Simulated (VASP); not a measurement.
OSZICAR of a VASP run on Ga31SnAs31:

**OSZICAR**
```
...
       N       E                     dE             d eps       ncg     rms          rms(c)
DAV:   1    -0.253667113576E+03   -0.12858E-01   -0.40465E+00   322   0.367E+00    0.543E-01
RMM:   2    -0.253682487727E+03   -0.15374E-01   -0.18932E-01   316   0.800E-01    0.203E-01
RMM:   3    -0.253685830307E+03   -0.33426E-02   -0.33158E-02   338   0.327E-01    0.147E-01
RMM:   4    -0.253686067641E+03   -0.23733E-03   -0.43865E-03   319   0.126E-01    0.499E-02
RMM:   5    -0.253686203599E+03   -0.13596E-03   -0.11300E-03   349   0.596E-02    0.208E-02
RMM:   6    -0.253686218660E+03   -0.15061E-04   -0.26291E-04   327   0.273E-02    0.934E-03
RMM:   7    -0.253686222219E+03   -0.35587E-05   -0.48160E-05   235   0.122E-02
  12 F= -.25368622E+03 E0= -.25368622E+03  d E =-.626452E-01
       N       E                     dE             d eps       ncg     rms          rms(c)
DAV:   1    -0.253709690841E+03   -0.23472E-01   -0.10180E+00   328   0.184E+00    0.250E-01
RMM:   2    -0.253712849676E+03   -0.31588E-02   -0.39796E-02   316   0.371E-01    0.107E-01
RMM:   3    -0.253713606367E+03   -0.75669E-03   -0.73784E-03   337   0.153E-01    0.736E-02
RMM:   4    -0.253713673892E+03   -0.67525E-04   -0.92939E-04   319   0.590E-02    0.238E-02
RMM:   5    -0.253713706650E+03   -0.32758E-04   -0.25220E-04   345   0.282E-02    0.971E-03
RMM:   6    -0.253713708274E+03   -0.16245E-05   -0.56411E-05   248   0.129E-02
  13 F= -.25371371E+03 E0= -.25371371E+03  d E =-.274861E-01
       N       E                     dE             d eps       ncg     rms          rms(c)
DAV:   1    -0.253724588785E+03   -0.10882E-01   -0.15637E+00   328   0.228E+00    0.311E-01
RMM:   2    -0.253729530956E+03   -0.49422E-02   -0.61587E-02   316   0.461E-01    0.133E-01
RMM:   3    -0.253730729458E+03   -0.11985E-02   -0.11575E-02   339   0.191E-01    0.921E-02
RMM:   4    -0.253730834537E+03   -0.10508E-03   -0.14593E-03   320   0.734E-02    0.297E-02
RMM:   5    -0.253730884977E+03   -0.50439E-04   -0.38580E-04   350   0.351E-02    0.122E-02
RMM:   6    -0.253730887582E+03   -0.26049E-05   -0.94732E-05   295   0.165E-02
  14 F= -.25373089E+03 E0= -.25373089E+03  d E =-.446654E-01
       N       E                     dE             d eps       ncg     rms          rms(c)
DAV:   1    -0.253731553562E+03   -0.66859E-03   -0.23865E-01   352   0.890E-01    0.120E-01
RMM:   2    -0.253732324687E+03   -0.77113E-03   -0.94761E-03   316   0.181E-01    0.523E-02
RMM:   3    -0.253732513720E+03   -0.18903E-03   -0.17907E-03   339   0.748E-02    0.364E-02
RMM:   4    -0.253732531095E+03   -0.17375E-04   -0.22827E-04   321   0.289E-02    0.118E-02
RMM:   5    -0.253732538642E+03   -0.75472E-05   -0.55489E-05   247   0.137E-02
  15 F= -.25373254E+03 E0= -.25373254E+03  d E =-.463164E-01
       N       E                     dE             d eps       ncg     rms          rms(c)
DAV:   1    -0.253743778373E+03   -0.11247E-01   -0.58713E-01   328   0.142E+00    0.252E-01
RMM:   2    -0.253746977072E+03   -0.31987E-02   -0.36887E-02   316   0.353E-01    0.822E-02
RMM:   3    -0.253747579172E+03   -0.60210E-03   -0.60108E-03   336   0.142E-01    0.567E-02
RMM:   4    -0.253747589142E+03   -0.99693E-05   -0.74654E-04   320   0.546E-02    0.222E-02
RMM:   5    -0.253747607895E+03   -0.18754E-04   -0.19816E-04   332   0.269E-02    0.839E-03
RMM:   6    -0.253747609765E+03   -0.18696E-05   -0.48462E-05   242   0.123E-02
  16 F= -.25374761E+03 E0= -.25374761E+03  d E =-.150711E-01
       N       E                     dE             d eps       ncg     rms          rms(c)
DAV:   1    -0.253749305418E+03   -0.16975E-02   -0.25353E-01   344   0.934E-01    0.166E-01
RMM:   2    -0.253750698887E+03   -0.13935E-02   -0.15965E-02   316   0.232E-01    0.539E-02
RMM:   3    -0.253750962073E+03   -0.26319E-03   -0.26140E-03   337   0.935E-02    0.373E-02
RMM:   4    -0.253750966727E+03   -0.46539E-05   -0.32521E-04   320   0.360E-02    0.144E-02
RMM:   5    -0.253750975038E+03   -0.83109E-05   -0.84052E-05   294   0.177E-02
  17 F= -.25375098E+03 E0= -.25375098E+03  d E =-.184364E-01
       N       E                     dE             d eps       ncg     rms          rms(c)
DAV:   1    -0.253757089588E+03   -0.61229E-02   -0.29105E-01   328   0.102E+00    0.168E-01
RMM:   2    -0.253758436728E+03   -0.13471E-02   -0.16195E-02   316   0.237E-01    0.592E-02
RMM:   3    -0.253758733873E+03   -0.29714E-03   -0.28759E-03   338   0.974E-02    0.419E-02
RMM:   4    -0.253758741544E+03   -0.76716E-05   -0.35221E-04   322   0.373E-02    0.158E-02
RMM:   5    -0.253758752734E+03   -0.11190E-04   -0.98326E-05   306   0.186E-02    0.593E-03
RMM:   6    -0.253758752627E+03    0.10705E-06   -0.23642E-05   206   0.865E-03
  18 F= -.25375875E+03 E0= -.25375875E+03  d E =-.777759E-02
       N       E                     dE             d eps       ncg     rms          rms(c)
DAV:   1    -0.253759632664E+03   -0.87993E-03   -0.22884E-01   344   0.900E-01    0.148E-01
RMM:   2    -0.253760695580E+03   -0.10629E-02   -0.12709E-02   316   0.210E-01    0.522E-02
RMM:   3    -0.253760929830E+03   -0.23425E-03   -0.22652E-03   340   0.864E-02    0.372E-02
RMM:   4    -0.253760935251E+03   -0.54210E-05   -0.27384E-04   320   0.330E-02    0.138E-02
RMM:   5    -0.253760944327E+03   -0.90758E-05   -0.78242E-05   284   0.165E-02
  19 F= -.25376094E+03 E0= -.25376094E+03  d E =-.996929E-02
       N       E                     dE             d eps       ncg     rms          rms(c)
DAV:   1    -0.253764311821E+03   -0.33766E-02   -0.39083E-01   328   0.117E+00    0.186E-01
RMM:   2    -0.253766078669E+03   -0.17668E-02   -0.20604E-02   316   0.266E-01    0.658E-02
RMM:   3    -0.253766451690E+03   -0.37302E-03   -0.35822E-03   337   0.109E-01    0.460E-02
RMM:   4    -0.253766471771E+03   -0.20081E-04   -0.47443E-04   318   0.428E-02    0.164E-02
RMM:   5    -0.253766486253E+03   -0.14482E-04   -0.12182E-04   321   0.206E-02    0.663E-03
RMM:   6    -0.253766487583E+03   -0.13297E-05   -0.27584E-05   207   0.947E-03
  20 F= -.25376649E+03 E0= -.25376649E+03  d E =-.554326E-02
       N       E                     dE             d eps       ncg     rms          rms(c)
DAV:   1    -0.253765438828E+03    0.10474E-02   -0.29921E-01   328   0.102E+00    0.162E-01
RMM:   2    -0.253766788064E+03   -0.13492E-02   -0.15715E-02   316   0.233E-01    0.571E-02
RMM:   3    -0.253767074050E+03   -0.28599E-03   -0.27449E-03   337   0.956E-02    0.399E-02
RMM:   4    -0.253767090358E+03   -0.16308E-04   -0.36651E-04   319   0.374E-02    0.143E-02
RMM:   5    -0.253767101242E+03   -0.10884E-04   -0.90953E-05   299   0.179E-02    0.579E-03
RMM:   6    -0.253767102303E+03   -0.10617E-05   -0.20972E-05   204   0.826E-03
  21 F= -.25376710E+03 E0= -.25376710E+03  d E =-.615798E-02
       N       E                     dE             d eps       ncg     rms          rms(c)
DAV:   1    -0.253767119818E+03   -0.18577E-04   -0.47218E-02   328   0.406E-01    0.642E-02
RMM:   2    -0.253767325276E+03   -0.20546E-03   -0.24561E-03   316   0.919E-02    0.228E-02
RMM:   3    -0.253767366678E+03   -0.41402E-04   -0.41842E-04   336   0.376E-02    0.157E-02
RMM:   4    -0.253767367628E+03   -0.95051E-06   -0.55695E-05   249   0.146E-02
  22 F= -.25376737E+03 E0= -.25376737E+03  d E =-.642330E-02
       N       E                     dE             d eps       ncg     rms          rms(c)
DAV:   1    -0.253769657326E+03   -0.22906E-02   -0.29575E-01   316   0.101E+00    0.153E-01
RMM:   2    -0.253770825760E+03   -0.11684E-02   -0.13949E-02   316   0.221E-01    0.577E-02
RMM:   3    -0.253771082062E+03   -0.25630E-03   -0.24694E-03   338   0.906E-02    0.396E-02
RMM:   4    -0.253771094706E+03   -0.12644E-04   -0.32507E-04   318   0.351E-02    0.141E-02
RMM:   5    -0.253771104697E+03   -0.99910E-05   -0.82453E-05   281   0.172E-02
  23 F= -.25377110E+03 E0= -.25377110E+03  d E =-.373707E-02
       N       E                     dE             d eps       ncg     rms          rms(c)
DAV:   1    -0.253771193601E+03   -0.98895E-04   -0.18309E-02   344   0.252E-01    0.385E-02
RMM:   2    -0.253771275821E+03   -0.82220E-04   -0.93515E-04   316   0.571E-02    0.149E-02
RMM:   3    -0.253771294882E+03   -0.19061E-04   -0.17032E-04   318   0.238E-02    0.107E-02
RMM:   4    -0.253771296555E+03   -0.16728E-05   -0.23315E-05   206   0.934E-03
  24 F= -.25377130E+03 E0= -.25377130E+03  d E =-.392893E-02
       N       E                     dE             d eps       ncg     rms          rms(c)
DAV:   1    -0.253771431218E+03   -0.13634E-03   -0.18552E-01   316   0.810E-01    0.139E-01
RMM:   2    -0.253772408829E+03   -0.97761E-03   -0.11542E-02   316   0.196E-01    0.443E-02
RMM:   3    -0.253772612530E+03   -0.20370E-03   -0.19906E-03   338   0.809E-02    0.317E-02
RMM:   4    -0.253772616953E+03   -0.44224E-05   -0.24977E-04   320   0.312E-02    0.131E-02
RMM:   5    -0.253772622860E+03   -0.59075E-05   -0.66649E-05   259   0.156E-02
  25 F= -.25377262E+03 E0= -.25377262E+03  d E =-.132631E-02
       N       E                     dE             d eps       ncg     rms          rms(c)
DAV:   1    -0.253772660579E+03   -0.43626E-04   -0.52334E-03   344   0.136E-01    0.233E-02
RMM:   2    -0.253772683346E+03   -0.22768E-04   -0.28958E-04   316   0.310E-02    0.711E-03
RMM:   3    -0.253772687183E+03   -0.38363E-05   -0.44297E-05   229   0.124E-02    0.436E-03
RMM:   4    -0.253772687100E+03    0.82951E-07   -0.58995E-06   182   0.472E-03
  26 F= -.25377269E+03 E0= -.25377269E+03  d E =-.139055E-02
```

**Question.** Which electronic solver shows in the log?

**Answer.** It is blocked Davidson (ALGO = Normal, or the opening steps of other solvers) and then RMM-DIIS (ALGO = Fast or VeryFast). The INCAR had ALGO = Fast.

**Question.** Can the final energy be trusted as converged?

**Answer.** The calculation finished and met its thresholds. It stopped with EDIFF = 1E-5, NELM = 100, NSW = 70 and EDIFFG = -0.03 after 26 ionic steps (PBE GGA, plane waves, VASP's PBE PAW potentials (set 64)). The supercell is sampled at Γ alone, which is coarse: total energies, pressure and levels can be off, energies of defects by several tenths of an eV.

The cell is a supercell with a defect, built from GaAs (zinc blende): Sn_Ga-vac_As. The run is not spin-polarised, so no state with unpaired spins was tried.
